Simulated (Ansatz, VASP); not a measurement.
**HPbNO4: VASP beside Ansatz**

INCAR

```
SYSTEM = HPbNO4
ALGO = Normal
EDIFF = 1E-7
ENCUT = 520
GGA = PE
ISIF = 2
ISMEAR = -1
KPAR = 4
LASPH = .TRUE.
LCHARG = .FALSE.
LREAL = .FALSE.
LWAVE = .FALSE.
NBANDS = 31
NELM = 60
PREC = Accurate
SIGMA = 0.05
```

The input KPOINTS:

```
k-points
0
G
  7 5 5
  0 0 0
```

File POSCAR:

```
HPbNO4
1.0
    3.7753640464      0.1409036659      0.0882803001
   -0.2480312027      5.4141528311      0.1613476280
   -0.4721311168     -1.8878583487      5.6034774384
H Pb N O
1 1 1 4
Direct
    0.1091300000      0.6571800000      0.5446300000
    0.6102900000      0.5212700000      0.1510000000
    0.9158000000      0.9626300000      0.9586700000
    0.0138400000      0.1363900000      0.8808400000
    0.7239800000      0.0105700000      0.1285800000
    0.0038900000      0.7373200000      0.8704300000
    0.1192700000      0.5932400000      0.3765100000
```

input.yaml

```yaml
crystal:
  lattice:
    - [3.7753640464, 0.1409036659, 0.0882803001]
    - [-0.2480312027, 5.4141528311, 0.161347628]
    - [-0.4721311168, -1.8878583487, 5.6034774384]
  atoms:
    - { symbol: H, position: [0.10913, 0.65718, 0.54463] }
    - { symbol: Pb, position: [0.61029, 0.52127, 0.151] }
    - { symbol: "N", position: [0.9158, 0.96263, 0.95867] }
    - { symbol: O, position: [0.01384, 0.13639, 0.88084] }
    - { symbol: O, position: [0.72398, 0.01057, 0.12858] }
    - { symbol: O, position: [0.00389, 0.73732, 0.87043] }
    - { symbol: O, position: [0.11927, 0.59324, 0.37651] }
hamiltonian:
  xc: pbe
  pseudopotentials: { kind: paw }
kpoints:
  mp_grid: { grid: [7, 5, 5] }
scf:
  occupations: { method: fermi_dirac, width: 0.05 }
output:
  forces: true
  stress: true
  eigenvalues: true
```

Change from the starting cell: volume scaled by 0.94.

Alike in both runs: task single point; functional PBE; k mesh 7 × 5 × 5; occupations fermi-dirac, width 0.05 eV; no spin polarisation.

|  | VASP | Ansatz |
| --- | --- | --- |
| version | VASP 6.6.1 | Ansatz 0.2.0 |
| potentials or method | VASP PAW PBE potentials, release 64 (H, Pb_d, N, O) | Ansatz PAW |
| plane-wave cutoff (eV) | 520 | 420 |
| valence electrons in the cell | 44 | 44 |

Ansatz gave:

| Property | Result |
| --- | --- |
| gap on the k mesh at the Fermi level (eV) | 3.22 |
| least direct gap on the mesh (eV) | 3.30 |
| pressure (GPa) | 5.3 |
| largest component of the traceless stress (GPa) | 2.41 |
| rms of the force components (eV/Å) | 0.697 |

Estimate VASP's values.

gap on the k mesh at the Fermi level (eV): 3.20; least direct gap on the mesh (eV): 3.28; pressure (GPa): 6.0; largest component of the traceless stress (GPa): 3.00; rms of the force components (eV/Å): 0.885.

Atom by atom the forces differ by 0.192 eV/Å (rms over components).

Caveats: spin-orbit coupling is left out, which as a rule narrows the gap of such compounds by several tenths of an eV; forces of over 1 eV/Å show positions far from the minimum, so gaps and moduli don't describe the material at rest; the standard files for N, O and F lose accuracy on very short bonds (VASP); an odd mesh through Γ misses points on the zone boundary, where band edges often lie (VASP); odd divisions of the mesh miss points on the zone boundary, where band edges often lie, so the gap on the mesh can be too wide (Ansatz); the pressure holds a Pulay correction of +0.5 GPa for the finite cutoff (Ansatz).
